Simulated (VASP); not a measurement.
A run of VASP 6.6.1:

The input INCAR:

```
SYSTEM = Be3Se2O
PREC = Accurate
ENCUT = 520
EDIFF = 1E-7
ISMEAR = 0
SIGMA = 0.03
LREAL = .FALSE.
LASPH = .TRUE.
NELM = 80
ALGO = Normal
ISIF = 2
LWAVE = .FALSE.
LCHARG = .FALSE.
GGA = PE
NBANDS = 36
KPAR = 2
```

KPOINTS

```
regular mesh
0
G
  6 6 6
  0 0 0
```

File POSCAR:

```
Be3Se2O
1.0
    5.0780500000     -2.8719600000      0.0000000000
    5.0780500000      2.8719600000      0.0000000000
    0.0000000000      0.0000000000      5.4449600000
Be Se O
6 4 2
Direct
    0.8386350000      0.4292100000      0.4135620000
    0.5707900000      0.1613650000      0.4135620000
    0.1095090000      0.8904910000      0.3276790000
    0.4292100000      0.8386350000      0.9135620000
    0.1613650000      0.5707900000      0.9135620000
    0.8904910000      0.1095090000      0.8276790000
    0.8350330000      0.4840180000      0.0072250000
    0.4840180000      0.8350330000      0.5072250000
    0.1649670000      0.5159820000      0.5072250000
    0.5159820000      0.1649670000      0.0072250000
    0.8534360000      0.1465640000      0.4999890000
    0.1465640000      0.8534360000      0.9999890000
```

Contents of KPOINTS_OPT:

```
path GXSRAZGYX1A1TY,ZT
15
line-mode
reciprocal
 0.0000000000  0.0000000000  0.0000000000  G
 0.3299655331 -0.3299655331  0.0000000000  X

 0.3299655331 -0.3299655331  0.0000000000  X
 0.0000000000 -0.5000000000  0.0000000000  S

 0.0000000000 -0.5000000000  0.0000000000  S
 0.0000000000 -0.5000000000 -0.5000000000  R

 0.0000000000 -0.5000000000 -0.5000000000  R
 0.3299655331 -0.3299655331 -0.5000000000  A

 0.3299655331 -0.3299655331 -0.5000000000  A
 0.0000000000  0.0000000000 -0.5000000000  Z

 0.0000000000  0.0000000000 -0.5000000000  Z
 0.0000000000  0.0000000000  0.0000000000  G

 0.0000000000  0.0000000000  0.0000000000  G
-0.5000000000 -0.5000000000  0.0000000000  Y

-0.5000000000 -0.5000000000  0.0000000000  Y
-0.3299655331 -0.6700344669  0.0000000000  X1

-0.3299655331 -0.6700344669  0.0000000000  X1
-0.3299655331 -0.6700344669 -0.5000000000  A1

-0.3299655331 -0.6700344669 -0.5000000000  A1
-0.5000000000 -0.5000000000 -0.5000000000  T

-0.5000000000 -0.5000000000 -0.5000000000  T
-0.5000000000 -0.5000000000  0.0000000000  Y

 0.0000000000  0.0000000000 -0.5000000000  Z
-0.5000000000 -0.5000000000 -0.5000000000  T
```

Potentials or basis: VASP PAW PBE potentials, release 64 (Be, Se, O).

Command:

```sh
$ cat potpaw_PBE.64/Be/POTCAR potpaw_PBE.64/Se/POTCAR potpaw_PBE.64/O/POTCAR > POTCAR
$ mpirun -np 2 vasp_std > vasp.out
```

Hardware: 2 MPI ranks on Intel(R) Xeon(R) Platinum 8559C (Emerald Rapids), on a shared host.

Estimate the wall time of this run.

It took 9.7 min on 2 MPI ranks on Intel(R) Xeon(R) Platinum 8559C (Emerald Rapids), with other jobs on the host, peak memory 0.55 GiB a rank. Counts: scf iterations 56, k points 52.
